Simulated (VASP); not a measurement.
Method: PBE GGA, VASP's PBE PAW potentials (set 64) (plane waves; VASP 6.6.1).

Input for VASP

**POSCAR**
```
AgCl
1
    0.0000000000     2.7750000000     2.7750000000
    2.7750000000     0.0000000000     2.7750000000
    2.7750000000     2.7750000000     0.0000000000
Ag Cl
1 1
Direct
  0.0000000000   0.0000000000   0.0000000000
  0.5000000000   0.5000000000   0.5000000000
```

**INCAR**
```
SYSTEM = AgCl
PREC = Accurate
ENCUT = 520
EDIFF = 1E-6
NELM = 100
ALGO = Normal
LREAL = .FALSE.
LASPH = .TRUE.
ISMEAR = 0
SIGMA = 0.05
GGA = PE
LMAXMIX = 4
LWAVE = .FALSE.
LCHARG = .FALSE.
IBRION = 2
ISIF = 3
NSW = 60
EDIFFG = -0.01
```

File KPOINTS:
```
Automatic mesh
0
Gamma
8 8 8
0 0 0
```

POTCAR, in this order: Ag Cl (PBE.64 set). Program: vasp_std.

Output of the run:

**OSZICAR**
```
       N       E                     dE             d eps       ncg     rms          rms(c)
DAV:   1     0.104020729003E+03    0.10402E+03   -0.89582E+03   778   0.126E+03
DAV:   2    -0.125056295458E+01   -0.10527E+03   -0.99230E+02   879   0.255E+02
DAV:   3    -0.554330616447E+01   -0.42927E+01   -0.42793E+01   874   0.557E+01
DAV:   4    -0.557836610972E+01   -0.35060E-01   -0.35056E-01   854   0.556E+00
DAV:   5    -0.557888164776E+01   -0.51554E-03   -0.51553E-03   864   0.684E-01    0.638E+00
DAV:   6    -0.539951986862E+01    0.17936E+00   -0.32969E-01   825   0.791E+00    0.417E+00
DAV:   7    -0.539575558982E+01    0.37643E-02   -0.10358E-01   764   0.259E+00    0.201E+00
DAV:   8    -0.539508421301E+01    0.67138E-03   -0.54601E-03   809   0.930E-01    0.300E-01
DAV:   9    -0.539514339375E+01   -0.59181E-04   -0.70260E-04   839   0.387E-01    0.417E-02
DAV:  10    -0.539520611747E+01   -0.62724E-04   -0.95466E-05   779   0.100E-01    0.252E-02
DAV:  11    -0.539521328551E+01   -0.71680E-05   -0.73990E-06   814   0.246E-02    0.379E-03
DAV:  12    -0.539521333405E+01   -0.48542E-07   -0.31413E-07   522   0.788E-03
   1 F= -.53952133E+01 E0= -.53952133E+01  d E =-.539521E+01
       N       E                     dE             d eps       ncg     rms          rms(c)
DAV:   1    -0.552501023995E+01   -0.12980E+00   -0.23468E+00   754   0.170E+01    0.245E+00
DAV:   2    -0.540947464023E+01    0.11554E+00   -0.30661E-01   754   0.707E+00    0.782E-01
DAV:   3    -0.540118697848E+01    0.82877E-02   -0.28602E-02   769   0.152E+00    0.579E-01
DAV:   4    -0.540062792729E+01    0.55905E-03   -0.11020E-03   809   0.388E-01    0.140E-01
DAV:   5    -0.540057543924E+01    0.52488E-04   -0.46071E-04   889   0.320E-01    0.278E-02
DAV:   6    -0.540056060506E+01    0.14834E-04   -0.71937E-05   754   0.113E-01    0.102E-02
DAV:   7    -0.540056110777E+01   -0.50271E-06   -0.32757E-06   779   0.272E-02
   2 F= -.54005611E+01 E0= -.54005611E+01  d E =-.534777E-02
       N       E                     dE             d eps       ncg     rms          rms(c)
DAV:   1    -0.540333205321E+01   -0.27714E-02   -0.50302E-02   754   0.248E+00    0.355E-01
DAV:   2    -0.540082747147E+01    0.25046E-02   -0.69662E-03   754   0.103E+00    0.109E-01
DAV:   3    -0.540065700366E+01    0.17047E-03   -0.57601E-04   769   0.206E-01    0.792E-02
DAV:   4    -0.540063946035E+01    0.17543E-04   -0.20500E-05   809   0.495E-02    0.214E-02
DAV:   5    -0.540063558493E+01    0.38754E-05   -0.62665E-06   864   0.380E-02    0.391E-03
DAV:   6    -0.540063536270E+01    0.22223E-06   -0.10199E-06   377   0.132E-02
   3 F= -.54006354E+01 E0= -.54006354E+01  d E =-.542203E-02
```

OUTCAR:
```
------------------------ aborting loop because EDIFF is reached ----------------------------------------
  FORCE on cell =-STRESS in cart. coord.  units (eV):
  Direction    XX          YY          ZZ          XY          YZ          ZX
  --------------------------------------------------------------------------------------
  Total       -0.0038344     -0.0038344     -0.0038344      0.0000000      0.0000000      0.0000000
  in kB       -0.1394453     -0.1394453     -0.1394453      0.0000000      0.0000000      0.0000000
  external PRESSURE =      -0.1394453 kB  Pullay stress =       0.0000000 kB
  volume of cell :       44.06
      direct lattice vectors                 reciprocal lattice vectors
     0.000000000  2.803234159  2.803234159    -0.178365406  0.178365406  0.178365406
     2.803234159 -0.000000000  2.803234159     0.178365406 -0.178365406  0.178365406
     2.803234159  2.803234159 -0.000000000     0.178365406  0.178365406 -0.178365406
  FREE ENERGIE OF THE ION-ELECTRON SYSTEM (eV)
  ---------------------------------------------------
  free  energy   TOTEN  =        -5.4006353627 eV

  energy  without entropy=       -5.4006353627  energy(sigma->0) =       -5.40063536

 reached required accuracy - stopping structural energy minimisation
```
(Selected blocks of OUTCAR.)

File CONTCAR:
```
AgCl
   1.00000000000000
     0.0000000000000000    2.8032341594262564    2.8032341594262564
     2.8032341594262564   -0.0000000000000000    2.8032341594262564
     2.8032341594262564    2.8032341594262564   -0.0000000000000000
  Ag              Cl
     1     1
Direct
     0.0000000000000000    0.0000000000000000    0.0000000000000000
     0.5000000000000000    0.5000000000000000    0.5000000000000000
```

Energy and stress use the plane-wave basis of the starting cell.

The compound is AgCl in the rock salt structure. This run relaxes it. Symmetry was kept, so distortions that lower it aren't found.
